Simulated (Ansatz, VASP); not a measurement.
**Two plane-wave programs on Al2GaP3**

```
CELL_PARAMETERS angstrom
4.08465 0.00000 0.00000
-2.04233 3.53741 0.00000
0.00000 0.00000 7.36838
ATOMIC_POSITIONS crystal
Al 0.66667 0.33333 0.28707
Al 0.66667 0.33333 0.71293
Ga 0.00000 0.00000 0.00000
P 0.00000 0.00000 0.50000
P 0.33333 0.66667 0.00000
P 0.33333 0.66667 0.50000
```

Change from the starting cell: species swapped into the Ce2CuGe3 type (P-6m2, No. 187).

Alike in both runs: functional PBE; k mesh 6 × 6 × 2; occupations gaussian, width 0.1 eV; no spin polarisation.

Ansatz relaxed the structure, and its values are those at the end. VASP's run is a single point on that final structure, the one shown.

|  | VASP | Ansatz |
| --- | --- | --- |
| version | VASP 6.6.1 | Ansatz 0.2.0 |
| potentials or method | VASP PAW PBE potentials, release 64 (Al, Ga_d, P) | scalar-relativistic, plane waves, PAW |
| plane-wave cutoff (eV) | 520 | 420 |
| valence electrons in the cell | 34 | 34 |

|  | VASP | Ansatz | Ansatz less VASP |
| --- | --- | --- | --- |
| gap on the k mesh at the Fermi level (eV) | none | none | - |
| pressure (GPa) | -0.1 | -0.1 | +0.08 |
| rms of the force components (eV/Å) | 0.004 | 0.002 | -0.0025 |

A gap of «none» marks a metal or a gap that the smearing closes. With one functional, cell and mesh, what is left measures potentials, basis and numerics.

Caveats: the k mesh is coarse (spacing up to 0.43 Å⁻¹), so the values aren't converged.
